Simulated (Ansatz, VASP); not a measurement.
# Two plane-wave programs on LiH8ClO4

```
O H Li Cl
1.0
     5.28480    0.00000    0.00000
     0.00000    5.28480    0.00000
     0.00000    0.00000    5.28480
O H Li Cl
4 8 1 1
Cartesian
  2.4198 3.3234 1.1798
  1.0847 2.6419 3.4036
  3.2851 0.8836 3.1793
  4.8598 3.4008 5.3112
  2.0556 4.2486 1.1438
  2.1846 3.0644 2.1198
  0.2635 3.1344 3.6730
  0.7832 1.8682 2.8395
  4.0676 0.4976 2.7155
  2.5022 0.5865 2.6595
  5.1044 4.2753 5.7207
  3.9503 3.2239 5.6798
  1.1922 2.2921 0.0316
  0.6908 5.7383 1.4840
```

Alike in both runs: functional LDA; k mesh 1 × 1 × 1; occupations fermi-dirac, width 0.05 eV; no spin polarisation.

Ansatz relaxed the structure, and its values are those at the end. VASP's run is a single point on that final structure, the one shown.

```csv
,VASP,Ansatz
version,VASP 6.6.1,Ansatz 0.2.0
potentials or method,"VASP PAW LDA potentials, release 64 (O, H, Li_sv, Cl)","scalar-relativistic, plane waves, PAW"
plane-wave cutoff (eV),520,420
valence electrons in the cell,42,42
```

|  | VASP | Ansatz | Ansatz less VASP |
| --- | --- | --- | --- |
| rms of the force components (eV/Å) | 0.096 | 0.116 | +0.0203 |
